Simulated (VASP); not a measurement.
# GeW (Fm-3m) in VASP: notebook, part 2 of 2

VASP 6.6.1.

### 3 Phonons, LDA

Contents of POSCAR:

```
GeW
1.0
    0.0000000000      2.5776100000      2.5776100000
    2.5776100000      0.0000000000      2.5776100000
    2.5776100000      2.5776100000      0.0000000000
Ge W
1 1
Direct
    0.5000000000      0.5000000000      0.5000000000
    0.0000000000      0.0000000000      0.0000000000
```

Contents of INCAR.step1:

```
PREC = Accurate
ENCUT = 600
EDIFF = 1E-8
ISMEAR = 0
SIGMA = 0.02
LREAL = False
LASPH = True
NELM = 100
ALGO = Normal
ISIF = 3
LWAVE = False
LCHARG = False
GGA = CA
IBRION = 2
NSW = 40
EDIFFG = -0.002
```

Contents of INCAR.step2:

```
PREC = Accurate
ENCUT = 600
EDIFF = 1E-8
ISMEAR = 0
SIGMA = 0.02
LREAL = False
LASPH = True
NELM = 100
ALGO = Normal
ISIF = 2
LWAVE = False
LCHARG = False
GGA = CA
IBRION = 6
NFREE = 2
POTIM = 0.015
NSW = 1
```

Contents of KPOINTS:

```
regular mesh
0
Gamma
  7 7 7
```

Potentials or basis: VASP PAW LDA potentials, release 64 (Ge_d, W_sv).

The run is started by

```
> cat potpaw_LDA.64/Ge_d/POTCAR potpaw_LDA.64/W_sv/POTCAR > POTCAR
> cp INCAR.step1 INCAR
> mpirun -np 1 vasp_std > vasp.out
> cp CONTCAR POSCAR
> cp INCAR.step2 INCAR
> mpirun -np 1 vasp_std > vasp.out
```

OUTCAR:

```text
PREC = Accurate
   ENCUT = 600
   EDIFF = 1E-8
   ISMEAR = 0
   LREAL = False
   LASPH = True
   NELM = 100
   ISIF = 2
   GGA = CA
   IBRION = 6
   NFREE = 2
   POTIM = 0.015
   NSW = 1

 ion  position               nearest neighbor table
   1  0.500  0.500  0.500-   2 2.53   2 2.53   2 2.53   2 2.53   2 2.53   2 2.53
   2  0.000  0.000  0.000-   1 2.53   1 2.53   1 2.53   1 2.53   1 2.53   1 2.53

  LATTYP: Found a face centered cubic cell.
 ALAT       =     5.0664928271
[... 885 lines left out ...]
  x     0.00000     0.00000     0.00000     0.00000     0.00000     0.00000
  y     0.00000     0.00000     0.00000     0.00000     0.00000     0.00000
  z     0.00000     0.00000     0.00000     0.00000     0.00000     0.00000

 INTERNAL STRAIN TENSOR FOR ION    2 for displacements in x,y,z  (eV/Angst):
          X           Y           Z          XY          YZ          ZX
  --------------------------------------------------------------------------------
  x     0.00000     0.00000     0.00000     0.00000     0.00000     0.00000
  y     0.00000     0.00000     0.00000     0.00000     0.00000     0.00000
  z     0.00000     0.00000     0.00000     0.00000     0.00000     0.00000

 Eigenvectors and eigenvalues of the dynamical matrix
 ----------------------------------------------------

   1 f  =    7.034832 THz    44.201154 2PiTHz  234.656744 cm-1    29.093715 meV
             X         Y         Z           dx          dy          dz
      2.533246  2.533246  2.533246     0.712144    0.457665   -0.025026
      0.000000  0.000000  0.000000    -0.447149   -0.287364    0.015714
[... 21 lines left out ...]
   6 f/i=    0.002783 THz     0.017484 2PiTHz    0.092820 cm-1     0.011508 meV
             X         Y         Z           dx          dy          dz
      2.533246  2.533246  2.533246    -0.529215   -0.051521   -0.006684
      0.000000  0.000000  0.000000    -0.842844   -0.082053   -0.010646

 ELASTIC MODULI CONTR FROM IONIC RELAXATION (kBar)
 Direction    XX          YY          ZZ          XY          YZ          ZX
 --------------------------------------------------------------------------------
 XX           0.0000      0.0000      0.0000      0.0000      0.0000      0.0000
 YY           0.0000      0.0000      0.0000      0.0000      0.0000      0.0000
 ZZ           0.0000      0.0000      0.0000      0.0000      0.0000      0.0000
 XY           0.0000      0.0000      0.0000      0.0000      0.0000      0.0000
 YZ           0.0000      0.0000      0.0000      0.0000      0.0000      0.0000
 ZX           0.0000      0.0000      0.0000      0.0000      0.0000      0.0000
 --------------------------------------------------------------------------------
```

OUTCAR.step1:

```text
PREC = Accurate
   ENCUT = 600
   EDIFF = 1E-8
   ISMEAR = 0
   LREAL = False
   LASPH = True
   NELM = 100
   ISIF = 3
   GGA = CA
   IBRION = 2
   NSW = 40
[... 844 lines left out ...]
 cond. band min:       9.5627345178   @ k =  -0.2857   0.4286   0.1429
 fundamental gap:      0.0496025569
 Fermi energy:         9.5167398810

 k-point     1 :       0.0000    0.0000    0.0000
  band No.  band energies     occupation
      1     -64.4613      2.00000
      2     -28.9178      2.00000
      3     -28.9178      2.00000
      4     -28.9178      2.00000
      5     -15.0938      2.00000
      6     -15.0938      2.00000
[... 438 lines left out ...]
  FREE ENERGIE OF THE ION-ELECTRON SYSTEM (eV)
  ---------------------------------------------------
  free  energy   TOTEN  =       -17.7083301830 eV

  energy  without entropy=      -17.7073379171  energy(sigma->0) =      -17.70783405

 reached required accuracy - stopping structural energy minimisation
```

OSZICAR.step1:

```text
N       E                     dE             d eps       ncg     rms          rms(c)
DAV:   1     0.212565522760E+03    0.21257E+03   -0.16343E+04   766   0.375E+03
DAV:   2     0.374784651463E+00   -0.21219E+03   -0.20860E+03   758   0.612E+02
DAV:   3    -0.181830848767E+02   -0.18558E+02   -0.17839E+02   826   0.134E+02
[... 70 lines left out ...]
DAV:   4    -0.177083328911E+02    0.32495E-04   -0.44943E-05   930   0.918E-02    0.220E-02
DAV:   5    -0.177083302952E+02    0.25958E-05   -0.63507E-06   800   0.421E-02    0.221E-03
DAV:   6    -0.177083301976E+02    0.97596E-07   -0.48727E-07   764   0.131E-02    0.126E-03
DAV:   7    -0.177083301831E+02    0.14525E-07   -0.29746E-08   642   0.171E-03    0.449E-04
DAV:   8    -0.177083301830E+02    0.57298E-10   -0.49363E-09   364   0.131E-03
   7 F= -.17708330E+02 E0= -.17707834E+02  d E =-.171655E-04
```

Run time: 90 s. Hardware: 1 thread of AMD EPYC 9R45 (Zen 5), shared host; peak memory 0.16 GiB.

What came out:

| Item | Value |
| --- | --- |
| Relaxed volume | 16.26 Å³/atom |
| Relaxed cell | a = 3.583 Å, b = 3.583 Å, c = 3.583 Å, α = 60.00°, β = 60.00°, γ = 60.00° |
| Space group after relaxing (to 0.05 Å) | Fm-3m (No. 225) |
| Highest phonon frequency at Γ, LO-TO splitting left out | 235 cm⁻¹ |

Step by step:
| step | energy change (eV) | largest force (eV/Å) | pressure (GPa) | volume (Å³) |
| --- | --- | --- | --- | --- |
| 1 | 0.0000 | 0.0000 | -9.11 | 34.25 |
| 2 | 0.1323 | 0.0000 | 22.41 | 29.65 |
| 3 | -0.0519 | 0.0000 | -0.31 | 32.56 |
| 4 | -0.0520 | 0.0000 | -0.03 | 32.52 |
| 5 | -0.0519 | 0.0000 | 0.19 | 32.48 |
| 6 | -0.0519 | 0.0000 | -0.31 | 32.56 |
| 7 | -0.0520 | 0.0000 | -0.01 | 32.51 |

Final structure:
```yaml
crystal:
  lattice:
    - [0.00000, 2.53325, 2.53325]
    - [2.53325, 0.00000, 2.53325]
    - [2.53325, 2.53325, 0.00000]
  atoms:
    - { symbol: Ge, position: [0.50000, 0.50000, 0.50000] }
    - { symbol: W, position: [0.00000, 0.00000, 0.00000] }
```

Phonon frequencies in cm⁻¹ (negative: imaginary):
```
              q point        frequencies
(0.000, 0.000, 0.000)  0 0 0 235 235 235
```

### 4 Elastic constants, LDA

POSCAR is that of step 3.

Contents of INCAR.step1:

```
ALGO = Normal
EDIFF = 1E-8
EDIFFG = -0.002
ENCUT = 600
GGA = CA
IBRION = 2
ISIF = 3
ISMEAR = 0
LASPH = T
LCHARG = F
LREAL = F
LWAVE = F
NELM = 60
NSW = 40
PREC = Accurate
SIGMA = 0.02
```

Contents of INCAR.step2:

```
ALGO = Normal
EDIFF = 1E-8
ENCUT = 600
GGA = CA
IBRION = 6
ISIF = 3
ISMEAR = 0
LASPH = T
LCHARG = F
LREAL = F
LWAVE = F
NELM = 60
NFREE = 2
NSW = 1
POTIM = 0.015
PREC = Accurate
SIGMA = 0.02
```

Contents of KPOINTS:

```
k-points
0
Gamma
  7 7 7
```

The run is started by

```
> cat potpaw_LDA.64/Ge_d/POTCAR potpaw_LDA.64/W_sv/POTCAR > POTCAR
> cp INCAR.step1 INCAR
> mpirun -np 1 vasp_std > vasp.out
> cp CONTCAR POSCAR
> cp INCAR.step2 INCAR
> mpirun -np 1 vasp_std > vasp.out
```

Wall time 6.2 min (1 thread of AMD EPYC 9R45 (Zen 5), shared host); peak memory 0.25 GiB.

The run converged. Its results:

```
Relaxed volume                                          : 16.26 Å³/atom
Relaxed cell                                            : a = 3.583 Å, b = 3.583 Å, c = 3.583 Å, α = 60.00°, β = 60.00°, γ = 60.00°
Space group after relaxing (to 0.05 Å)                  : Fm-3m (No. 225)
Elastic constants C11, C12, C44                         : 329, 133, -3 GPa
Voigt bulk modulus                                      : 198 GPa
Highest phonon frequency at Γ, LO-TO splitting left out : 235 cm⁻¹
```

Step by step:
```tsv
step	energy change (eV)	largest force (eV/Å)	pressure (GPa)	volume (Å³)
1	0.0000	0.0000	-9.11	34.25
2	0.1323	0.0000	22.41	29.65
3	-0.0519	0.0000	-0.31	32.56
4	-0.0520	0.0000	-0.03	32.52
5	-0.0519	0.0000	0.19	32.48
6	-0.0519	0.0000	-0.31	32.56
7	-0.0520	0.0000	-0.01	32.51
```

Final structure:
```
CELL_PARAMETERS angstrom
0.00000 2.53325 2.53325
2.53325 0.00000 2.53325
2.53325 2.53325 0.00000
ATOMIC_POSITIONS crystal
Ge 0.50000 0.50000 0.50000
W 0.00000 0.00000 0.00000
```

Phonon frequencies in cm⁻¹ (negative: imaginary):
```
              q point        frequencies
(0.000, 0.000, 0.000)  0 0 0 235 235 235
```

Elastic tensor in Voigt notation (GPa, in the Cartesian axes of the cell as first typed):
```
329 133 133   0   0   0
133 329 133   0   0   0
133 133 329   0   0   0
  0   0   0  -3   0   0
  0   0   0   0  -3   0
  0   0   0   0   0  -3
```

Clamped-ion elastic tensor (GPa):
```
329 133 133   0   0   0
133 329 133   0   0   0
133 133 329   0   0   0
  0   0   0  -3   0   0
  0   0   0   0  -3   0
  0   0   0   0   0  -3
```

Caveat: the elastic tensor has a negative eigenvalue, so either the cell is unstable as it stands or the mesh is too thin.
